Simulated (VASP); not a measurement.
OSZICAR of a VASP run on SnTe (rock salt):

**OSZICAR**
```
       N       E                     dE             d eps       ncg     rms          rms(c)
DAV:   1     0.119291525968E+03    0.11929E+03   -0.93157E+03   826   0.156E+03
DAV:   2     0.110138766981E+01   -0.11819E+03   -0.11623E+03   866   0.358E+02
DAV:   3    -0.813772091134E+01   -0.92391E+01   -0.92051E+01  1064   0.957E+01
DAV:   4    -0.838355778178E+01   -0.24584E+00   -0.24568E+00   964   0.168E+01
DAV:   5    -0.839295502423E+01   -0.93972E-02   -0.93971E-02  1140   0.305E+00    0.496E+00
DAV:   6    -0.834062331183E+01    0.52332E-01   -0.12042E-01  1116   0.318E+00    0.311E+00
DAV:   7    -0.833845297737E+01    0.21703E-02   -0.47500E-02  1012   0.159E+00    0.683E-01
DAV:   8    -0.833775486139E+01    0.69812E-03   -0.73053E-03   980   0.855E-01    0.165E-01
DAV:   9    -0.833781852710E+01   -0.63666E-04   -0.49536E-04   984   0.233E-01    0.329E-02
DAV:  10    -0.833780774348E+01    0.10784E-04   -0.50639E-05   988   0.749E-02    0.193E-02
DAV:  11    -0.833780800249E+01   -0.25902E-06   -0.24608E-05   988   0.473E-02    0.191E-02
DAV:  12    -0.833780753943E+01    0.46306E-06   -0.24831E-06   968   0.149E-02    0.925E-03
DAV:  13    -0.833780738747E+01    0.15196E-06   -0.22102E-07   778   0.360E-03    0.240E-03
DAV:  14    -0.833780742509E+01   -0.37613E-07   -0.82095E-08   442   0.394E-03
   1 F= -.83378074E+01 E0= -.83377934E+01  d E =-.281354E-04
```

Task: Which electronic solver shows in the log?

Result: It is blocked Davidson (ALGO = Normal, or the opening steps of other solvers). The INCAR had ALGO = Normal.

Task: Can the final energy be trusted as converged?

Result: The run converged. It stopped with EDIFF = 1E-7, NELM = 100 (PBEsol GGA, plane waves, VASP's PBE PAW potentials (set 64)).

The compound is SnTe in the rock salt structure, which distorts at low temperature. It was relaxed first.
